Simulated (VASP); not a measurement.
Method: PBE GGA, VASP's PBE PAW potentials (set 64) (plane waves; VASP).

A VASP calculation is set up with these files.

KPOINTS:
```
K-points
0
Gamma
 1 1 1
```

POSCAR:
```
Pb33Te32
1.0
 13.1200611128   0.0000000000   0.0000000000
  0.0000000000  13.1200611128   0.0000000000
  0.0000000000   0.0000000000  13.1200611128
Te Pb
32 33
Direct
  0.7645613912   0.2559264086   0.2377476898
  0.9779658944   0.4653454520   0.2457802301
  0.9822201141   0.2549779203   0.4841751557
  0.2529131730   0.2480924346   0.2280309556
  0.5095754615   0.4900906358   0.2314461757
  0.7698258725   0.7665909677   0.2441590451
  0.9847710230   0.9698244789   0.2386368066
  0.4915931905   0.2590160478   0.4897446662
  0.7666601660   0.4807479680   0.4868444528
  0.9938965357   0.7605773439   0.4811486537
  0.7789568049   0.2707529789   0.7498178911
  0.9722053380   0.4941441442   0.7425499921
  0.9896672469   0.2713315321   0.9836673316
  0.2772332360   0.7776499267   0.2471490540
  0.4888522826   0.9828892827   0.2385543796
  0.2524172860   0.5001963723   0.5820709541
  0.4986828171   0.7657508625   0.4857097306
  0.7764970541   0.9779377739   0.4822700015
  0.2778914058   0.2601329558   0.7462453933
  0.4921207704   0.4808002024   0.7447920129
  0.7555309850   0.7716006187   0.7457072370
  0.9739695551   0.9924350538   0.7524238774
  0.4925957734   0.2575460531   0.9903267949
  0.7741349800   0.4959628625   0.9888890023
  0.9748187890   0.7749721575   0.9754756566
  0.2736006556   0.9887904189   0.4874951865
  0.2555207756   0.7820118870   0.7438506261
  0.4750901935   0.9752524631   0.7553514706
  0.2934498541   0.4558532132   0.0038921914
  0.4831643061   0.7592041652   0.9857866858
  0.7581693251   0.9878954784   0.9831566380
  0.2500704895   0.9746501199   0.9870835906
  0.5201596293   0.0172571633   0.0056485779
  0.7341396726   0.2259925821   0.0056355103
  0.7270089120   0.0158254356   0.2413091526
  0.0104592877   0.0207359939   0.0087441740
  0.2238387330   0.2209691537   0.9935135495
  0.5284293901   0.5253640341   0.9983290202
  0.7283613918   0.7378020689   0.0137225117
  0.2221224950   0.0114475770   0.2527477239
  0.5322737607   0.2156379633   0.2319461883
  0.7458602265   0.5268167233   0.2541296647
  0.5266611091   0.0185623573   0.5298813937
  0.7330165663   0.2194300545   0.5255074626
  0.7229898462   0.0290477703   0.7330782879
  0.0110138642   0.5393503475   0.0268394880
  0.2088239280   0.7365788560   0.0260868506
  0.0159908004   0.2170487856   0.2522524635
  0.2059189670   0.5416406416   0.1985619545
  0.5324842869   0.7300580606   0.2525682705
  0.0170175621   0.0186370237   0.5258103606
  0.2226274070   0.2147150431   0.5279461886
  0.5395462424   0.5269253091   0.5249688718
  0.7365028112   0.7308138932   0.5178440238
  0.2258354852   0.0215942781   0.7518411672
  0.5284447754   0.2122163464   0.7395610318
  0.7333487357   0.5255674013   0.7572788256
  0.0379092252   0.7322260002   0.2493585930
  0.0171375649   0.5183543800   0.5159744623
  0.2337577397   0.7335307867   0.5184628069
  0.0182248479   0.2282754024   0.7537263277
  0.2000979752   0.5518273918   0.8017654339
  0.5201432885   0.7248508604   0.7550420931
  0.0100831254   0.7384662977   0.7419844904
  0.3410086018   0.4089448368   0.3783135497
```

**INCAR**
```
SYSTEM=Pb33Te32
PREC=Normal; ENCUT=400; LREAL=Auto
LASPH=.TRUE.; ISYM=0; NELECT=326.0
EDIFF=1E-5; NELM=100; NELMIN=4
ALGO=Fast; LMAXMIX=4
ISMEAR=0; SIGMA=0.05
GGA=PE
IBRION=2; NSW=120; ISIF=2
EDIFFG=-0.03
LWAVE=.FALSE.; LCHARG=.FALSE.
```

POTCAR, in this order: Te Pb (PBE.64 set). Program: vasp_gam.

### Question
What will the output report for the number of irreducible k-points (NKPTS), largest plane-wave count, FFT grid (NGX, NGY, NGZ)?

### Answer

```yaml
number of irreducible k-points (NKPTS): 1
largest_plane_wave_count: 20422
FFT grid (NGX, NGY, NGZ): 64 × 64 × 64
```

The cell is a supercell with a defect, built from PbTe (rock salt): Pb_i, charge -2. The run is not spin-polarised, so no state with unpaired spins was tried.
